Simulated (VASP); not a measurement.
Si3P4:

```xyz
7
Lattice="-2.5602 2.5602 5.1203 2.5602 -2.5602 5.1203 2.5602 2.5602 -5.1203" Properties=species:S:1:pos:R:3 pbc="T T T"
Si    0.0000    2.5602    2.5602
Si    2.5602    0.0000    2.5602
Si    0.0000    0.0000    5.1203
P     1.3769   -1.3769    6.2895
P    -1.3769    1.3769    6.2895
P     1.1832    1.1832   -1.1691
P     1.3769    1.3769    3.9512
```

The cell was built by a generator and needn't be a form met in nature.

Base run:

| Item | Value |
| --- | --- |
| Program | VASP 6.6.1 |
| Functional | HSE06 |
| Potentials or basis | VASP PAW PBE potentials, release 64 (Si, P) |
| Cutoff | 520 eV |
| k mesh | 6 × 6 × 6 |
| Occupations | gaussian, width 0.02 eV |
| Spin | no spin polarisation |

Its results: band gap on the k mesh 1.00 eV, indirect (least direct gap 1.35 eV); pressure -2.5 GPa; largest force 0.279 eV/Å.

Task: The run is repeated on the same cell with these changes: functional from HSE06 to PBE; further incar settings from ALGO = Normal; EDIFF = 1e-05 to ALGO = Normal; EDIFF = 1e-06. What comes out?

Result: Band gap on the k mesh 0.37 eV, indirect (least direct gap 0.75 eV); pressure 0.0 GPa; largest force 0.005 eV/Å.

Caveats: the PAW data sets were made with another functional, which shifts forces and pressure a little (some runs).

A k mesh can miss the band edges.
